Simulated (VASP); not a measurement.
Output of a VASP run:

**OUTCAR**
```
 ion  position               nearest neighbor table
   1  0.231  0.825  0.750-   7 1.72   9 1.73  11 1.73  11 1.73   4 2.98   5 2.98   6 3.03   6 3.03
                             3 3.03   3 3.03
   2  0.769  0.175  0.250-   8 1.72  10 1.73  12 1.73  12 1.73   3 2.98   6 2.98   5 3.03   5 3.03
                             4 3.03   4 3.03
   3  0.406  0.231  0.250-   8 1.72  11 1.73  13 1.73  13 1.73   2 2.98   6 2.98   5 3.03   5 3.03
                             1 3.03   1 3.03
   4  0.594  0.769  0.750-   7 1.72  12 1.73  14 1.73  14 1.73   1 2.98   5 2.98   6 3.03   6 3.03
                             2 3.03   2 3.03
   5  0.175  0.406  0.750-   7 1.72  13 1.73  10 1.73  10 1.73   4 2.98   1 2.98   2 3.03   2 3.03
                             3 3.03   3 3.03
   6  0.825  0.594  0.250-   8 1.72  14 1.73   9 1.73   9 1.73   3 2.98   2 2.98   1 3.03   1 3.03
                             4 3.03   4 3.03
   7  0.333  0.667  0.750-   1 1.72   5 1.72   4 1.72
   8  0.667  0.333  0.250-   2 1.72   6 1.72   3 1.72
   9  0.969  0.670  0.750-   1 1.73   6 1.73   6 1.73
  10  0.031  0.330  0.250-   2 1.73   5 1.73   5 1.73
  11  0.299  0.969  0.250-   3 1.73   1 1.73   1 1.73
  12  0.701  0.031  0.750-   4 1.73   2 1.73   2 1.73
  13  0.330  0.299  0.750-   5 1.73   3 1.73   3 1.73
  14  0.670  0.701  0.250-   6 1.73   4 1.73   4 1.73
  LATTYP: Found a hexagonal cell.
 ALAT       =     7.5634750000
 C/A-ratio  =     0.3820349773
 Subroutine PRICEL returns:
 Original cell was already a primitive cell.
 Subroutine GETGRP returns: Found 12 space group operations
The static configuration has the point symmetry S_6 .
 The point group associated with its full space group is C_6h.
The dynamic configuration has the point symmetry S_6 .
 Subroutine INISYM returns: Found 12 space group operations
 Subroutine IBZKPT returns following result:
 Found     30 irreducible k-points:

 Following reciprocal coordinates:
            Coordinates               Weight
  0.000000  0.000000  0.000000      1.000000
  0.200000  0.000000  0.000000      6.000000
  0.400000  0.000000  0.000000      6.000000
  0.200000  0.200000  0.000000      6.000000
  0.400000  0.200000  0.000000      6.000000
  0.000000  0.000000  0.090909      2.000000
  0.200000  0.000000  0.090909     12.000000
  0.400000  0.000000  0.090909     12.000000
  0.200000  0.200000  0.090909     12.000000
  0.400000  0.200000  0.090909     12.000000
  0.000000  0.000000  0.181818      2.000000
  0.200000  0.000000  0.181818     12.000000
  0.400000  0.000000  0.181818     12.000000
  0.200000  0.200000  0.181818     12.000000
  0.400000  0.200000  0.181818     12.000000
  0.000000  0.000000  0.272727      2.000000
  0.200000  0.000000  0.272727     12.000000
  0.400000  0.000000  0.272727     12.000000
  0.200000  0.200000  0.272727     12.000000
  0.400000  0.200000  0.272727     12.000000
  0.000000  0.000000  0.363636      2.000000
  0.200000  0.000000  0.363636     12.000000
  0.400000  0.000000  0.363636     12.000000
  0.200000  0.200000  0.363636     12.000000
  0.400000  0.200000  0.363636     12.000000
  0.000000  0.000000  0.454545      2.000000
  0.200000  0.000000  0.454545     12.000000
  0.400000  0.000000  0.454545     12.000000
  0.200000  0.200000  0.454545     12.000000
  0.400000  0.200000  0.454545     12.000000
   k-points           NKPTS =     30   k-points in BZ     NKDIM =     30   number of bands    NBANDS=     40
   number of dos      NEDOS =    301   number of ions     NIONS =     14
   total plane-waves  NPLWV =  50000
   dimension x,y,z NGX =    50 NGY =   50 NGZ =   20
   dimension x,y,z NGXF=   100 NGYF=  100 NGZF=   40
   ions per type =               6   8
   PREC   = accura    normal or accurate (medium, high low for compatibility)
   ISTART =      0    job   : 0-new  1-cont  2-samecut
   ICHARG =      2    charge: 1-file 2-atom 10-const
   ISPIN  =      1    spin polarized calculation?
   LNONCOLLINEAR =      F non collinear calculations
   LSORBIT =      F    spin-orbit coupling
   INIWAV =      1    electr: 0-lowe 1-rand  2-diag
   ENCUT  =  400.0 eV  29.40 Ry    5.42 a.u.  12.33 12.33  4.71*2*pi/ulx,y,z
...
```

**OSZICAR**
```
       N       E                     dE             d eps       ncg     rms          rms(c)
DAV:   1     0.271146167123E+03    0.27115E+03   -0.27831E+04  2408   0.120E+03
DAV:   2    -0.110572948723E+03   -0.38172E+03   -0.36720E+03  3128   0.273E+02
DAV:   3    -0.130968891778E+03   -0.20396E+02   -0.20285E+02  2880   0.721E+01
DAV:   4    -0.131328678295E+03   -0.35979E+00   -0.35880E+00  3008   0.984E+00
DAV:   5    -0.131337203264E+03   -0.85250E-02   -0.85203E-02  2816   0.145E+00    0.300E+01
DAV:   6    -0.114545427300E+03    0.16792E+02   -0.66784E+01  2848   0.334E+01    0.135E+01
DAV:   7    -0.114411594040E+03    0.13383E+00   -0.31552E+00  3080   0.728E+00    0.662E+00
DAV:   8    -0.114370636388E+03    0.40958E-01   -0.19687E-01  2880   0.215E+00    0.193E+00
DAV:   9    -0.114370538563E+03    0.97825E-04   -0.41797E-02  2880   0.109E+00    0.311E-01
DAV:  10    -0.114372701959E+03   -0.21634E-02   -0.34488E-03  2872   0.277E-01    0.141E-01
DAV:  11    -0.114373080354E+03   -0.37839E-03   -0.60035E-04  2864   0.132E-01    0.279E-02
DAV:  12    -0.114373097244E+03   -0.16890E-04   -0.35614E-05  3120   0.280E-02    0.103E-02
DAV:  13    -0.114373110785E+03   -0.13541E-04   -0.13203E-05  2848   0.161E-02    0.554E-03
DAV:  14    -0.114373112760E+03   -0.19741E-05   -0.15133E-06  2296   0.548E-03    0.290E-03
DAV:  15    -0.114373112862E+03   -0.10251E-06   -0.49805E-07  1984   0.327E-03
   1 F= -.11437311E+03 E0= -.11437311E+03  d E =-.108734E-52
```

**OUTCAR**
```
------------------------ aborting loop because EDIFF is reached ----------------------------------------
  FORCE on cell =-STRESS in cart. coord.  units (eV):
  Direction    XX          YY          ZZ          XY          YZ          ZX
  --------------------------------------------------------------------------------------
  Total        4.9673458      4.9673465      5.3675587     -0.0000005     -0.0000000      0.0000000
  in kB       55.5951689     55.5951776     60.0744036     -0.0000054     -0.0000000      0.0000000
  external PRESSURE =      57.0882500 kB  Pullay stress =       0.0000000 kB
  volume of cell :      143.15
      direct lattice vectors                 reciprocal lattice vectors
     7.563475000  0.000000000  0.000000000     0.132214359  0.076334000  0.000000000
    -3.781738000  6.550162000  0.000000000     0.000000000  0.152667980  0.000000000
     0.000000000  0.000000000  2.889512000     0.000000000  0.000000000  0.346079200
 POSITION                                       TOTAL-FORCE (eV/Angst)
 -----------------------------------------------------------------------------------
     -1.37198      5.40356      2.16713         0.011648      0.063768     -0.000000
      5.15371      1.14661      0.72238        -0.011648     -0.063768      0.000000
      2.19787      1.51361      0.72238        -0.049400      0.041972     -0.000000
      1.58387      5.03655      2.16713         0.049400     -0.041972     -0.000000
     -0.21189      2.66022      2.16713        -0.061049     -0.021796     -0.000000
      3.99363      3.88994      0.72238         0.061049      0.021796      0.000000
     -0.00000      4.36678      2.16713        -0.000000     -0.000000      0.000000
      3.78174      2.18339      0.72238         0.000000     -0.000000     -0.000000
      4.79725      4.38763      2.16713         0.032620      0.017392     -0.000000
     -1.01551      2.16254      0.72238        -0.032620     -0.017392      0.000000
     -1.40117      6.34835      0.72238         0.001248      0.036946      0.000000
      5.18291      0.20181      2.16713        -0.001248     -0.036946      0.000000
      1.36506      1.96073      2.16713        -0.031372      0.019553      0.000000
      2.41668      4.58944      0.72238         0.031372     -0.019553      0.000000
 -----------------------------------------------------------------------------------
    total drift:                                0.000000     -0.000000      0.000000
  FREE ENERGIE OF THE ION-ELECTRON SYSTEM (eV)
  ---------------------------------------------------
  free  energy   TOTEN  =      -114.3731128620 eV

  energy  without entropy=     -114.3731128620  energy(sigma->0) =     -114.37311286
```
(Selected blocks of OUTCAR.)

File POSCAR:
```
Si3N4
1
    7.5634750000     0.0000000000     0.0000000000
   -3.7817380000     6.5501620000     0.0000000000
    0.0000000000     0.0000000000     2.8895120000
Si N
6 8
Direct
  0.2310800000   0.8249500000   0.7500000000
  0.7689200000   0.1750500000   0.2500000000
  0.4061300000   0.2310800000   0.2500000000
  0.5938700000   0.7689200000   0.7500000000
  0.1750500000   0.4061300000   0.7500000000
  0.8249500000   0.5938700000   0.2500000000
  0.3333330000   0.6666670000   0.7500000000
  0.6666670000   0.3333330000   0.2500000000
  0.9691900000   0.6698500000   0.7500000000
  0.0308100000   0.3301500000   0.2500000000
  0.2993400000   0.9691900000   0.2500000000
  0.7006600000   0.0308100000   0.7500000000
  0.3301500000   0.2993400000   0.7500000000
  0.6698500000   0.7006600000   0.2500000000
```

Problem. Reconstruct the remaining input files.

Solution. One answer among several that fit: the input of the run itself, PBE GGA, plane waves, VASP's PBE PAW potentials (set 64).

INCAR:
```
SYSTEM  =  Si3N4
PREC  =  Accurate; ENCUT  =  400; LREAL  =  Auto
LASPH  =  .TRUE.
EDIFF  =  1E-6; NELM  =  100; ALGO  =  Normal
ISMEAR  =  0; SIGMA  =  0.01
GGA  =  PE
ISIF  =  2
LWAVE  =  .FALSE.; LCHARG  =  .FALSE.
```

KPOINTS:
```
Automatic mesh
0
Gamma
5 5 11
0 0 0
```

POTCAR, in this order: Si N (PBE.64 set). Program: vasp_std.

At this cut-off the stress carries a Pulay error, which pulls relaxed volumes low.

The structure comes from a computed database's Si3N4 entry; how it stands against other phases isn't given here. The cell was not relaxed at this level.
